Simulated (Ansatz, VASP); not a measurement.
# Cross-check of GePt between VASP and Ansatz, part 2 of 2

One calculation is typed for both programs; each brings its own data sets. How far apart do they land? The cell is generated by rule, not measured, and may not be a known phase. The cell is taken from a series of runs on this material, whose earlier steps may have relaxed, scaled, displaced or heated it; both programs get it as it stands.

VASP 6.6.1 and Ansatz 0.2.0.

So far. Step 2 (Ansatz: single point, r2SCAN, pair 1): The run ends at a pressure of 4.74 GPa, with forces up to 0.78 eV/Å. Step 3 (VASP: single point, r2SCAN, pair 1): The run ends at a pressure of 4.91 GPa, with forces up to 0.81 eV/Å.

### Step 6. VASP: single point, r2SCAN, pair 2

Level of this step: r2SCAN; plane waves and PAW (Pt, Ge_d); invented cell (VASP).

With cell and atoms fixed, the geometry can't cause a difference; cores, projectors, grids and the points listed under the comparison can.

File INCAR:

```
SYSTEM = GePt
PREC = Accurate
ENCUT = 550
EDIFF = 1E-06
NELM = 120
ISMEAR = 1
SIGMA = 0.2
LREAL = .FALSE.
ALGO = Normal
METAGGA = R2SCAN
LASPH = .TRUE.
NBANDS = 30
LORBIT = 11
LWAVE = .FALSE.
LCHARG = .FALSE.
ISIF = 2
GGA_COMPAT = .FALSE.
LMIXTAU = .TRUE.
KPAR = 2
```

File POSCAR:

```
GePt
1.0
   -3.1569466852      0.0000000000      0.0000000000
    0.0000000000     -3.1569466852     -3.1569466852
    0.0000000000     -3.1569466852      3.1569466852
Pt Ge
2 2
Direct
    0.0000000000      0.4951041013      0.4924966282
    0.0000000000      0.0048958987      0.0075033718
    0.5000000000      0.9971895123      0.5043073060
    0.5000000000      0.5028104877      0.9956926940
```

File KPOINTS:

```
Automatic mesh
0
Gamma
14 10 10
0 0 0
```

Potentials, in the order of the species: Pt and Ge_d (PBE family, release 64).

The run is started by

```console
$ mpirun -np 2 vasp_std
```

Numbers of over 12 decimals in the logs are rounded to 6 here.

What it wrote:

```text
[banner, memory and clock lines left out]
running    2 mpi-ranks, on    1 nodes
[...]
[... a notice as in an earlier step ...]

 LDA part: xc-table for (None), standard interpolation
 POSCAR, INCAR and KPOINTS ok, starting setup
[...]
entering main loop
       N       E                     dE             d eps       ncg     rms          rms(c)
DAV:   1     0.356089559639E+03    0.35609E+03   -0.24337E+04 32142   0.432E+03
DAV:   2    -0.696362248852E+02   -0.42573E+03   -0.40518E+03 25066   0.932E+02
DAV:   3    -0.137151272587E+03   -0.67515E+02   -0.64538E+02 27682   0.192E+02
DAV:   4    -0.140262381704E+03   -0.31111E+01   -0.30700E+01 29130   0.457E+01
[...]
DAV:  14    -0.130866028840E+03   -0.94315E-04   -0.91354E-05 27218   0.667E-02    0.118E-02
DAV:  15    -0.130866025463E+03    0.33774E-05   -0.82557E-06 23696   0.198E-02    0.528E-03
DAV:  16    -0.130866024830E+03    0.63247E-06   -0.29980E-06 23336   0.114E-02
   1 F= -.13086602E+03 E0= -.13086586E+03  d E =-.483751E-03
```

OUTCAR, selected parts (step 6):

```text
  Total       -0.0978782      0.1607708     -0.0013206      0.0000000      0.0070196      0.0000000
  in kB       -2.4920965      4.0934180     -0.0336233      0.0000000      0.1787277      0.0000000
  external PRESSURE =       0.5225661 kB  Pullay stress =       0.0000000 kB

 POSITION                                       TOTAL-FORCE (eV/Angst)
 -----------------------------------------------------------------------------------
      0.00000     -3.11780     -0.00823         0.000000      0.047331     -0.009837
      0.00000     -0.03914      0.00823         0.000000     -0.047331      0.009837
     -1.57847     -4.74015     -1.55600         0.000000     -0.002548      0.010303
     -1.57847     -4.73069      1.55600         0.000000      0.002548     -0.010303
 -----------------------------------------------------------------------------------
    total drift:                               -0.000000     -0.000000     -0.000000

  FREE ENERGIE OF THE ION-ELECTRON SYSTEM (eV)
  ---------------------------------------------------
  free  energy   TOTEN  =      -130.8660248302 eV

  energy  without entropy=     -130.8655410793  energy(sigma->0) =     -130.86586358

[... 1 part as in an earlier step ...]

[... 2 further parts left out ...]
[key lines of the parts left out:]
E-fermi :   9.8230
```

The run ends at a pressure of 0.05 GPa, with forces up to 0.048 eV/Å.

### Step 7. Ansatz: single point, r2SCAN, pair 2

The same cell, functional, mesh and smearing now go to Ansatz, which takes its cutoff from its data sets.

The cell is taken from a series of runs on this material, whose earlier steps may have relaxed, scaled, displaced or heated it; both programs get it as it stands.

File input.yaml:

```yaml
crystal:
  lattice:
    - [-3.1569466852, 0.0, 0.0]
    - [0.0, -3.1569466852, -3.1569466852]
    - [0.0, -3.1569466852, 3.1569466852]
  atoms:
    - { symbol: Pt, position: [0.0, 0.4951041013, 0.4924966282] }
    - { symbol: Pt, position: [0.0, 0.0048958987, 0.0075033718] }
    - { symbol: Ge, position: [0.5, -0.0028104877, 0.504307306] }
    - { symbol: Ge, position: [0.5, 0.5028104877, -0.004307306] }
kpoints:
  mp_grid: { grid: [14, 10, 10] }
hamiltonian:
  xc: r2scan
scf:
  occupations: { method: methfessel_paxton, width: 0.2 }
output:
  forces: true
  stress: true
  eigenvalues: true
```

The run is started by

```console
$ ansatz run input.yaml --threads 4 --pin off --max-ram 7168MiB --backend cpu --events-out ev --progress --plain --runs-dir out
```

What it wrote:

```text
[...]
Crystal: 4 atoms, lattice volume = 62.926 Å³
Basis set: ecut = 500 eV, 1583 PW (Γ), exchange–correlation on 96×144×144 points (64 copies of the dense FFT grid, shifted against one another)
Bands: 39, of which v1, the nominal top of the filled ones, is band 32 counted from 1 (31 counted from 0)
Symmetry: 4 space group operations
[...]
k-points: 416 of 1400
[...]
k-point 0: bands = [... 28 lower, 15.7359, 15.7474, 16.7550, 18.3166, 19.3141, 20.0653, 20.0746, 20.1436, ... 3 higher]
  k-point 1: bands = [... 28 lower, 15.6269, 15.7076, 16.8222, 18.4603, 19.5389, 19.7880, 20.0156, 20.2812, ... 3 higher]
  k-point 2: bands = [... 28 lower, 15.3893, 15.6374, 17.0161, 18.5384, 19.1496, 19.6604, 20.6872, 20.8583, ... 3 higher]
  k-point 415: bands = [... 28 lower, 14.8078, 14.8330, 16.7786, 16.7828, 18.3131, 18.3254, 19.3553, 19.3583, ... 3 higher]
[key lines of the parts left out:]
SCF converged after 7 iterations
Free energy (F): -33679.472519 eV
Fermi energy:    18.226505 eV
P = ⅓ Tr σ = -0.0387 GPa (-0.387 kbar)
```

The run ends at a pressure of -0.04 GPa, with forces up to 0.050 eV/Å.

### Step 8. Differences

What differs besides the data sets and the points named for the pairs above, as far as they apply: the data sets hold 64 valence electrons in Ansatz (on its default PAW (the set named soft_2) files) and 48 in VASP. Total energies have different zeros and are not compared.

Both answers:

| quantity | Ansatz | VASP | difference |
| --- | --- | --- | --- |
| pressure (GPa) | -0.04 | 0.05 | -0.09 |

Forces (eV/Å; atoms numbered as in POSCAR):

| atom | Ansatz x, y, z | VASP x, y, z |
| --- | --- | --- |
| Pt1 | 0.000, 0.049, -0.010 | 0.000, 0.047, -0.010 |
| Pt2 | 0.000, -0.049, 0.010 | 0.000, -0.047, 0.010 |
| Ge3 | 0.000, -0.001, 0.009 | 0.000, -0.003, 0.010 |
| Ge4 | 0.000, 0.001, -0.009 | 0.000, 0.003, -0.010 |

The forces differ by 1.1 meV/Å r.m.s., which is 5.6 % of the r.m.s. force of 0.020 eV/Å (both taken over all components).

### Step 9. Outcome

```yaml
r_m_s_force_difference_single_point_r2scan_pair_1: 4.1 % of the r.m.s. force
difference_in_pressure_single_point_r2scan_pair_2: -0.091 GPa
```

What this shows: The r.m.s. force difference is 4.1 % of the r.m.s. force (single point, r2SCAN, pair 1), beyond the 3 % picked in this series as the mark of a large difference. The data sets hold unlike numbers of valence electrons (64 in Ansatz and 48 in VASP), so part of the differences comes from the potentials. Single point, r2SCAN, pair 1, VASP with the data sets Pt and Ge_sv_GW and a cutoff of 660 eV: the difference in pressure goes from -0.17 to 0.50 GPa. How closely two codes agree says nothing of how well the functional describes the real material.

[Lines on the potential files, build, host, timing and source positions are cut from VASP's logs without a mark.]

[Logs are printed without paths, hosts, clocks, repeated set-up lines and the standing remarks that a program may print on its own settings, such as how far it seeks lower states.]

[Hosts, paths, dates, database ids (printed as entryN), source tags and the programs' standing remarks are cut or masked in the printed files.]
